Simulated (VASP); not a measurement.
## WAl (relaxed from the zinc blende structure, space group F-43m): computed properties

These are PBEsol GGA, VASP's PBE PAW potentials (set 64) (plane waves; VASP) values and carry that method's errors.

| Property | Value |
|---|---|
| space group | F-43m (216) |
| cell | a = b = c = 5.744 Å, α = β = γ = 90.00° |
| volume per atom | 23.69 Å^3/atom |
| band gap (over mesh and band path) | none (metal, semimetal or under 0.01 eV) |
| density | 7.39 g/cm³ |

```cif
data_AlW
_chemical_formula_sum 'W1 Al1'
_space_group_name_H-M_alt 'P 1'
_space_group_IT_number 1
_cell_length_a 4.06172
_cell_length_b 4.06172
_cell_length_c 4.06172
_cell_angle_alpha 60.000
_cell_angle_beta 60.000
_cell_angle_gamma 60.000
loop_
_space_group_symop_operation_xyz
  'x, y, z'
loop_
_atom_site_label
_atom_site_type_symbol
_atom_site_fract_x
_atom_site_fract_y
_atom_site_fract_z
_atom_site_occupancy
W1 W 0.00000 0.00000 0.00000 1
Al1 Al 0.25000 0.25000 0.25000 1
```

Unless said otherwise, spin-orbit coupling is left out, though it shifts the bands of the heavy elements here.

The structure was generated: WAl was put into the zinc blende type (F-43m), which need not be its known phase. It was relaxed first, which changed the volume by -32 %. Symmetry was kept, so distortions that lower it aren't found. The electron count is odd and the run is not spin-polarised, which forces a metal.
